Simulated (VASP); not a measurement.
Data:

```
CELL_PARAMETERS angstrom
      4.19890     0.00000     0.00000
      0.00000     4.19890     0.00000
      0.00000     0.00000     4.19890
ATOMIC_POSITIONS crystal
  Ba 0.00000 0.00000 0.00000
  Zr 0.50000 0.50000 0.50000
  O  0.50000 0.00000 0.50000
  O  0.00000 0.50000 0.50000
  O  0.50000 0.50000 0.00000
```

Calculation: vdW-DF-cx, VASP's PBE PAW potentials (set 64) (plane waves; VASP). Run with 520 eV cut-off, 5×5×5 Γ-centred mesh, Gaussian smearing of 0.050 eV, potentials Ba_sv Zr_sv O.

Task: Estimate the energy per atom (σ→0).

Result: 
```
Property                               Result
---------------------  ----------------------
energy per atom (σ→0)  -638.7 kJ/mol of atoms
```

Total energies compare only between runs with the same potentials, cut-off and functional.

The compound is BaZrO3 in the cubic perovskite structure. It was relaxed first.
